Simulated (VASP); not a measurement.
OSZICAR of a VASP run on SnTe (rock salt):

**OSZICAR**
```
       N       E                     dE             d eps       ncg     rms          rms(c)
DAV:   1     0.127504468145E+03    0.12750E+03   -0.96729E+03   560   0.160E+03
DAV:   2     0.798272294228E+01   -0.11952E+03   -0.11758E+03   590   0.364E+02
DAV:   3    -0.221220405011E+01   -0.10195E+02   -0.10055E+02   728   0.983E+01
DAV:   4    -0.248718762811E+01   -0.27498E+00   -0.27492E+00   596   0.177E+01
DAV:   5    -0.250007565261E+01   -0.12888E-01   -0.12888E-01   824   0.365E+00    0.397E+00
DAV:   6    -0.241788804616E+01    0.82188E-01   -0.22809E-01   638   0.294E+00    0.253E+00
DAV:   7    -0.242075806728E+01   -0.28700E-02   -0.61347E-02   656   0.118E+00    0.944E-01
DAV:   8    -0.242219687500E+01   -0.14388E-02   -0.67679E-03   614   0.762E-01    0.165E-01
DAV:   9    -0.242232649788E+01   -0.12962E-03   -0.78594E-04   662   0.269E-01    0.412E-02
DAV:  10    -0.242234813309E+01   -0.21635E-04   -0.10073E-04   572   0.745E-02    0.290E-02
DAV:  11    -0.242235557993E+01   -0.74468E-05   -0.24139E-05   626   0.383E-02    0.176E-02
DAV:  12    -0.242235573708E+01   -0.15714E-06   -0.12243E-06   450   0.123E-02
   1 F= -.24223557E+01 E0= -.24223557E+01  d E =-.242236E+01
```

**Question.** Which electronic solver shows in the log?

**Answer.** It is blocked Davidson (ALGO = Normal, or the opening steps of other solvers). The INCAR had ALGO = Normal.

**Question.** Can the final energy be trusted as converged?

**Answer.** The calculation finished and met its thresholds. It stopped with EDIFF = 1E-6, NELM = 100, NSW = 60 and EDIFFG = -0.01 after 1 ionic step (optB88-vdW, plane waves, VASP's PBE PAW potentials (set 64)).

The compound is SnTe in the rock salt structure, which distorts at low temperature. It was relaxed first. The start is the result of an earlier pass.
